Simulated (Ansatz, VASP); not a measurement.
**Ge (amorphous Ge): VASP beside Ansatz**

One calculation is typed for both programs; each brings its own data sets. How far apart do they land? The structure shown is the start of the Ansatz relaxation below; VASP solves that cell, so the two are compared at the walk's first step.

Method: plane waves, with VASP 6.6.1 beside it; single point at PBE, in Ansatz 0.2.0.

## (1) The structure

The cell holds 61 atoms: 61 Ge. Its edges and angles: a = 11.207 Å, b = 11.207 Å, c = 11.207 Å, α = 90.0°, β = 90.0°, γ = 90.0°. As first built, before any earlier steps moved the atoms (in the runner's words): 61 atoms (61 Ge) placed at random at 5.23 g/cm^3, melted at 3500 K for 10 ps at fixed volume with the Tersoff potential (Tersoff, Phys. Rev. B 39, 5566 (1989)). Quenched from 3500 K to 300 K at 6 K/ps and fixed volume, annealed at 1300 K for 20 ps, held 5 ps.

## (2) Ansatz: relaxation, PBE

Ansatz runs on its PAW soft_1 files.

The two programs are compared at the cell with which this relaxation starts, whose forces are those of its first step.

Input file input.yaml:

```yaml
crystal:
  lattice:
    - [11.2075, 0.0, 0.0]
    - [0.0, 11.2075, 0.0]
    - [0.0, 0.0, 11.2075]
  atoms:
    - { symbol: Ge, position: [0.99336, 0.11111, 0.99701] }
    - { symbol: Ge, position: [0.00158, 0.39565, 0.72721] }
    - { symbol: Ge, position: [0.0853, 0.02433, 0.80304] }
    - { symbol: Ge, position: [0.71982, 0.93052, 0.69097] }
    - { symbol: Ge, position: [0.02948, 0.99053, 0.368] }
    - { symbol: Ge, position: [0.79736, 0.40852, 0.81439] }
    - { symbol: Ge, position: [0.75011, 0.13555, 0.56656] }
    - { symbol: Ge, position: [0.47053, 0.75215, 0.31963] }
    - { symbol: Ge, position: [0.1902, 0.56939, 0.25293] }
    - { symbol: Ge, position: [0.97639, 0.46871, 0.5235] }
    - { symbol: Ge, position: [0.58398, 0.57285, 0.57871] }
    - { symbol: Ge, position: [0.34692, 0.41563, 0.34254] }
    - { symbol: Ge, position: [0.67339, 0.58482, 0.77128] }
    - { symbol: Ge, position: [0.48284, 0.37351, 0.63267] }
    - { symbol: Ge, position: [0.8076, 0.73372, 0.39761] }
    - { symbol: Ge, position: [0.4993, 0.95294, 0.10715] }
    - { symbol: Ge, position: [0.29337, 0.35179, 0.745] }
    - { symbol: Ge, position: [0.51627, 0.45359, 0.2183] }
    - { symbol: Ge, position: [0.97989, 0.82146, 0.48681] }
    - { symbol: Ge, position: [0.42394, 0.06741, 0.9187] }
    - { symbol: Ge, position: [0.56315, 0.8226, 0.58427] }
    - { symbol: Ge, position: [0.50892, 0.38047, 0.01658] }
    - { symbol: Ge, position: [0.63092, 0.19265, 0.38693] }
    - { symbol: Ge, position: [0.35678, 0.89705, 0.62616] }
    - { symbol: Ge, position: [0.06562, 0.54252, 0.88274] }
    - { symbol: Ge, position: [0.49334, 0.55409, 0.89224] }
    - { symbol: Ge, position: [0.2329, 0.04705, 0.34396] }
    - { symbol: Ge, position: [0.54444, 0.75926, 0.99079] }
    - { symbol: Ge, position: [0.12804, 0.1966, 0.66933] }
    - { symbol: Ge, position: [0.19226, 0.75739, 0.13265] }
    - { symbol: Ge, position: [0.43314, 0.2594, 0.46425] }
    - { symbol: Ge, position: [0.2852, 0.93178, 0.82254] }
    - { symbol: Ge, position: [0.85818, 0.4233, 0.18097] }
    - { symbol: Ge, position: [0.76406, 0.14234, 0.01064] }
    - { symbol: Ge, position: [0.92585, 0.99148, 0.17638] }
    - { symbol: Ge, position: [0.19151, 0.25638, 0.28549] }
    - { symbol: Ge, position: [0.26965, 0.58403, 0.80944] }
    - { symbol: Ge, position: [0.65403, 0.26967, 0.7304] }
    - { symbol: Ge, position: [0.63735, 0.87725, 0.38074] }
    - { symbol: Ge, position: [0.27184, 0.6844, 0.6089] }
    - { symbol: Ge, position: [0.76776, 0.52464, 0.46781] }
    - { symbol: Ge, position: [0.97195, 0.79043, 0.09282] }
    - { symbol: Ge, position: [0.63989, 0.08951, 0.84518] }
    - { symbol: Ge, position: [0.8288, 0.64401, 0.18446] }
    - { symbol: Ge, position: [0.15141, 0.25354, 0.06536] }
    - { symbol: Ge, position: [0.98766, 0.3311, 0.34846] }
    - { symbol: Ge, position: [0.30029, 0.09946, 0.53888] }
    - { symbol: Ge, position: [0.31105, 0.75564, 0.95114] }
    - { symbol: Ge, position: [0.69665, 0.38947, 0.32189] }
    - { symbol: Ge, position: [0.06962, 0.45906, 0.09223] }
    - { symbol: Ge, position: [0.94807, 0.73618, 0.88003] }
    - { symbol: Ge, position: [0.95512, 0.87979, 0.71121] }
    - { symbol: Ge, position: [0.72954, 0.78423, 0.86103] }
    - { symbol: Ge, position: [0.73958, 0.35283, 0.01106] }
    - { symbol: Ge, position: [0.95832, 0.16407, 0.4859] }
    - { symbol: Ge, position: [0.33805, 0.26278, 0.9416] }
    - { symbol: Ge, position: [0.68501, 0.04051, 0.21528] }
    - { symbol: Ge, position: [0.11142, 0.6372, 0.46568] }
    - { symbol: Ge, position: [0.59287, 0.6448, 0.16891] }
    - { symbol: Ge, position: [0.40474, 0.60176, 0.45708] }
    - { symbol: Ge, position: [0.32731, 0.88811, 0.22865] }
kpoints:
  mp_grid: { grid: [1, 1, 1] }
hamiltonian:
  xc: pbe
  pseudopotentials: { kind: paw, azcp: { folder: soft_1 } }
scf:
  occupations: { method: gaussian, width: 0.05 }
output:
  forces: true
relax:
  f_tol: 0.05
  max_steps: 150
  cell: {}
```

Started as:

```console
> ansatz run input.yaml --threads 4 --pin off --max-ram 8192MiB --backend cpu --events-out ev --progress --plain --runs-dir out
```

Numbers of over 12 decimals in the logs are rounded to 6 here.

Output:

```text
Engine: ansatz 0.2.0, aarch64-unknown-linux-gnu
Pseudopotentials: kind: paw
Pseudopotential: Ge, paw, valence charge 14, recommended cutoff 420 eV (normal), soft_1/Ge.paw.azcp
Functional definition: PBE
  parameter kappa = 0.804
  parameter beta = 0.066725
  exchange = pbe_x(kappa = kappa, mu = beta*pi^2/3)
  correlation = pbe_c(beta = beta)
Crystal: 61 atoms, lattice volume = 1407.752 Å³
Basis set: ecut = 420 eV, 27609 PW (Γ), exchange–correlation on 150×150×150 points (8 copies of the dense FFT grid, shifted against one another)
Bands: 513, of which v1, the nominal top of the filled ones, is band 427 counted from 1 (426 counted from 0)
Symmetry: 1 space group operations
Space group: P1 (ITA 1), of the structure as read, at distance tolerance 1.1e-4 Å
k-points: 1
Non-local potential: Ge, projectors of the file, l = 0: 2, l = 1: 2, l = 2: 3, l = 3: 1
PAW form: soft (Blöchl's): semilocal exchange-correlation on the pseudo side does not see the compensation charge
PAW one-centre angular grid: Ge, 590 points (default); XC on 64 Gauss nodes
Initial density: superposition of atomic densities (chi_scale 0.1, normalization cell)
Initial wavefunctions: pseudopotential atomic-orbital guess
Functional: x = pbe(κ = 0.804, μ = 0.219515), c = pbe(β = 0.066725)
SCF iter   1: F=—  HF=-261978.524277 eV  |F-HF|=—  |Δ(HF+E_count)|=         —  Δρ=3.12e-2  dr2=1.48e1  ethr=3.10e-3  ⟨swp⟩=6.0  Hψ=1834  notcnv=0
preconditioner: auto → LDOS  [insulator: Δε(μ)=0.089 eV  Ē_g=22.047 eV  σ=0.050 eV  W_gap=0.79  n_scr=388 (ndim 8)  ℏωp=28.9 eV  f_vac=0.032  D(μ)=20.28/eV (n_scr^D=92)  ε∞_Penn≈2.7  β→1.0]
SCF iter   2: F=—  HF=-261977.244737 eV  |F-HF|=—  |Δ(HF+E_count)|=    1.28e0  Δρ=8.34e-3  dr2=2.54e0  ethr=1.73e-3  ⟨swp⟩=2.0  Hψ=684  notcnv=0  defer=80
SCF iter   3: F=—  HF=-261976.915017 eV  |F-HF|=—  |Δ(HF+E_count)|=   3.30e-1  Δρ=4.14e-3  dr2=6.61e-1  ethr=2.98e-4  ⟨swp⟩=3.0  Hψ=871  notcnv=0  defer=80
SCF iter   4: F=—  HF=-261976.762590 eV  |F-HF|=—  |Δ(HF+E_count)|=   1.52e-1  Δρ=1.34e-3  dr2=6.63e-2  ethr=7.74e-5  ⟨swp⟩=3.0  Hψ=866  notcnv=0  defer=80
SCF iter   5: F=—  HF=-261976.752549 eV  |F-HF|=—  |Δ(HF+E_count)|=   1.00e-2  Δρ=4.35e-4  dr2=7.22e-3  ethr=7.76e-6  ⟨swp⟩=2.0  Hψ=574  notcnv=0  defer=80
SCF iter   6: F=—  HF=-261976.751679 eV  |F-HF|=—  |Δ(HF+E_count)|=   8.70e-4  Δρ=1.25e-4  dr2=5.21e-4  ethr=8.46e-7  ⟨swp⟩=2.0  Hψ=859  notcnv=0  defer=80
SCF iter   7: F=—  HF=-261976.751696 eV  |F-HF|=—  |Δ(HF+E_count)|=   1.71e-5  Δρ=4.36e-5  dr2=7.20e-5  ethr=6.11e-8  ⟨swp⟩=3.0  Hψ=861  notcnv=0  defer=80
SCF iter   8: F=—  HF=-261976.750840 eV  |F-HF|=—  |Δ(HF+E_count)|=   8.56e-4  Δρ=1.67e-5  dr2=9.29e-6  ethr=8.43e-9  ⟨swp⟩=3.0  Hψ=941  notcnv=0  defer=80
SCF iter   9: F=—  HF=-261976.750840 eV  |F-HF|=—  |Δ(HF+E_count)|=   3.64e-7  Δρ=7.36e-6  dr2=1.89e-6  ethr=1.09e-9  ⟨swp⟩=3.0  Hψ=861  notcnv=0  defer=80
SCF iter  10: F=—  HF=-261976.750840 eV  |F-HF|=—  |Δ(HF+E_count)|=   3.06e-8  Δρ=2.69e-6  dr2=2.36e-7  ethr=2.21e-10  ⟨swp⟩=2.0  Hψ=852  notcnv=0  defer=80
SCF iter  11: F=-261976.750840 eV  HF=-261976.750840 eV  |F-HF|=2.40e-8  |Δ(HF+E_count)|=   1.10e-8  Δρ=1.16e-6  dr2=3.79e-8  ethr=1.17e-11  ⟨swp⟩=3.0  Hψ=1372  notcnv=0
SCF 1 converged in 11 iterations: F = -261976.750840 eV  dr2 = 3.79e-8
  greatest PAW one-centre occupation: 0.998 electrons in one spin orbital (limit 2), on the Ge atom at site 25 (counted from 0), in its partial waves of l = 2
relax step   1: F+E_penalty+E_count = -261976.75084013 eV  Δ(F+E_penalty+E_count) = +0.000e0 eV  max|allowed force component| = 1.328e0 eV/Å  Δτ_max = 0.0000 Å  P = +3.850 GPa  Ω = 1407.752 Å³  (11 SCF iters, dr2 threshold 1.00e-7 eV, accepted)
Crystal: 61 atoms, lattice volume = 1485.085 Å³
Basis set: ecut = 420 eV, 29047 PW (Γ), exchange–correlation on 150×150×150 points (8 copies of the dense FFT grid, shifted against one another)
Initial density: handed on by an earlier stage of this run
Initial wavefunctions: those handed on with the density
iter 1 solved again at ethr=9.73e-5 eV; its pass at ethr=3.10e-3 eV (dr2=8.31e-1 eV) is discarded
SCF iter   1: F=—  HF=-261980.434621 eV  |F-HF|=—  |Δ(HF+E_count)|=         —  Δρ=8.95e-3  dr2=8.32e-1  ethr=9.73e-5  ⟨swp⟩=4.0  Hψ=2655  notcnv=0
preconditioner: auto → LDOS  [insulator: Δε(μ)=0.172 eV  Ē_g=22.010 eV  σ=0.050 eV  W_gap=0.99  n_scr=388 (ndim 8)  ℏωp=28.2 eV  f_vac=0.099  D(μ)=2.52/eV (n_scr^D=4)  ε∞_Penn≈2.6  β→1.0]
SCF iter   2: F=—  HF=-261980.503329 eV  |F-HF|=—  |Δ(HF+E_count)|=   6.87e-2  Δρ=2.84e-3  dr2=7.10e-1  ethr=9.73e-5  ⟨swp⟩=4.0  Hψ=855  notcnv=0
SCF iter   3: F=—  HF=-261980.396726 eV  |F-HF|=—  |Δ(HF+E_count)|=   1.07e-1  Δρ=8.55e-4  dr2=5.79e-2  ethr=8.32e-5  ⟨swp⟩=4.0  Hψ=720  notcnv=0
SCF iter   4: F=—  HF=-261980.389721 eV  |F-HF|=—  |Δ(HF+E_count)|=   7.01e-3  Δρ=2.46e-4  dr2=3.03e-3  ethr=6.78e-6  ⟨swp⟩=2.0  Hψ=929  notcnv=0
[...]
atom   4  Ge    -0.00160321    -0.00109988    -0.00302198
  atom   5  Ge    -0.00207832    -0.00135435    -0.00181042
  atom   6  Ge    -0.00226143    -0.00884325     0.00096608
  atom   7  Ge     0.00838718     0.00145901    -0.00768123
  atom   8  Ge     0.00208647    -0.00019771     0.00132167
  atom   9  Ge     0.00164903     0.00405288    -0.00417067
  atom  10  Ge     0.00261293    -0.00242349     0.00044225
  atom  11  Ge    -0.00606427    -0.00083602     0.00137907
  atom  12  Ge    -0.00280806    -0.00225383     0.00642237
  atom  13  Ge     0.00881250     0.00826882    -0.00109320
  atom  14  Ge    -0.00109556    -0.00566857    -0.00549029
  atom  15  Ge    -0.00301739     0.00781129     0.00632450
  atom  16  Ge     0.00051630    -0.00120554     0.00320153
  atom  17  Ge     0.00091022    -0.00699367    -0.00343780
  atom  18  Ge    -0.00204392    -0.00162471     0.00101486
  atom  19  Ge    -0.00274799    -0.00348897     0.00245601
  atom  20  Ge     0.00211668    -0.00284605     0.00130052
  atom  21  Ge    -0.00080113    -0.00496153     0.00140910
  atom  22  Ge     0.00105550    -0.00566594     0.00233542
  atom  23  Ge    -0.00209955    -0.00519742     0.02432709
  atom  24  Ge     0.00644817     0.00365928    -0.00385690
  atom  25  Ge     0.00297070    -0.00293809    -0.00416748
  atom  26  Ge     0.00330609     0.00097772    -0.00718772
  atom  27  Ge     0.00261068    -0.00032215     0.00166245
[...]
atom  54  Ge    -0.00097782     0.00266088     0.00177749
  atom  55  Ge    -0.00623646     0.00503080     0.00533155
  atom  56  Ge    -0.00196678     0.00301719     0.00302056
  atom  57  Ge    -0.00192145     0.01858683    -0.01561154
  atom  58  Ge     0.00525086    -0.00845454     0.00160696
  atom  59  Ge     0.00009141     0.00020111     0.00040221
  atom  60  Ge    -0.00093603     0.00040928    -0.00198988
  atom  61  Ge    -0.00107697    -0.00157150    -0.00032307
  max |Σ_I F_I| component: 1.32e-6 eV/Å
--- Stress (GPa, compression-positive) ---
        0.003289      -0.000252       0.006086
       -0.000252      -0.017907       0.000869
        0.006086       0.000869      -0.014030
  P = ⅓ Tr σ = -0.0095 GPa (-0.095 kbar)
--- Relaxed structure (31 steps of the walk, 30 accepted, 2 SCFs on fresh bases) ---
  F+E_penalty+E_count = -261985.75626915 eV   max|allowed force component| = 2.433e-2 eV/Å   (the final SCF, on the basis selected at the relaxed cell)
  cell:  # Å, volume = 1488.7671 Å³
    - [10.147581, 0.00425854, 0.182659]
    - [0.00425854, 12.451170, 0.061716]
    - [0.182659, 0.061716, 11.786546]
  atoms:
    - { symbol: Ge, position: [0.994589, 0.108332, 1.012126] }
    - { symbol: Ge, position: [0.032920, 0.426935, 0.729308] }
    - { symbol: Ge, position: [0.088057, 0.025044, 0.826395] }
    - { symbol: Ge, position: [0.726546, 0.921983, 0.763706] }
    - { symbol: Ge, position: [-0.00263254, 0.975846, 0.398807] }
    - { symbol: Ge, position: [0.793967, 0.399698, 0.785826] }
    - { symbol: Ge, position: [0.695492, 0.136292, 0.540594] }
    - { symbol: Ge, position: [0.478467, 0.775552, 0.344180] }
    - { symbol: Ge, position: [0.206884, 0.575683, 0.189880] }
    - { symbol: Ge, position: [1.011112, 0.449160, 0.517077] }
    - { symbol: Ge, position: [0.562446, 0.527386, 0.565038] }
    - { symbol: Ge, position: [0.335102, 0.373592, 0.336634] }
    - { symbol: Ge, position: [0.680830, 0.580622, 0.739884] }
    - { symbol: Ge, position: [0.450911, 0.359433, 0.659268] }
    - { symbol: Ge, position: [0.830073, 0.701956, 0.427082] }
    - { symbol: Ge, position: [0.507049, 0.964939, 0.103081] }
    - { symbol: Ge, position: [0.229123, 0.305606, 0.752345] }
    - { symbol: Ge, position: [0.435946, 0.494434, 0.175711] }
    - { symbol: Ge, position: [1.021718, 0.812616, 0.538484] }
    - { symbol: Ge, position: [0.440872, 0.077122, 0.939420] }
    - { symbol: Ge, position: [0.625696, 0.944558, 0.580127] }
    - { symbol: Ge, position: [0.483192, 0.401487, -0.00680095] }
    - { symbol: Ge, position: [0.628785, 0.205953, 0.346297] }
    - { symbol: Ge, position: [0.389007, 0.923423, 0.637662] }
[...]
- { symbol: Ge, position: [0.724704, 0.363203, -0.011025] }
    - { symbol: Ge, position: [0.938251, 0.136400, 0.523248] }
    - { symbol: Ge, position: [0.328942, 0.254644, 0.942085] }
    - { symbol: Ge, position: [0.682423, 0.036276, 0.226471] }
    - { symbol: Ge, position: [0.197442, 0.532279, 0.397827] }
    - { symbol: Ge, position: [0.576228, 0.660944, 0.192274] }
    - { symbol: Ge, position: [0.381493, 0.640953, 0.474821] }
    - { symbol: Ge, position: [0.330477, 0.893218, 0.234321] }
```

Reading the cycles: dr2 is the Hartree energy of the density residual (eV), the measure of convergence; HF is the Harris–Foulkes estimate of the energy, which meets the free energy F at convergence.

(Continued in part 2 of 2.)

[Lines on the potential files, build, host, timing and source positions are cut from VASP's logs without a mark.]

[Logs are printed without paths, hosts, clocks, repeated set-up lines and the standing remarks that a program may print on its own settings, such as how far it seeks lower states.]

[Hosts, paths, dates, database ids (printed as entryN), source tags and the programs' standing remarks are cut or masked in the printed files.]
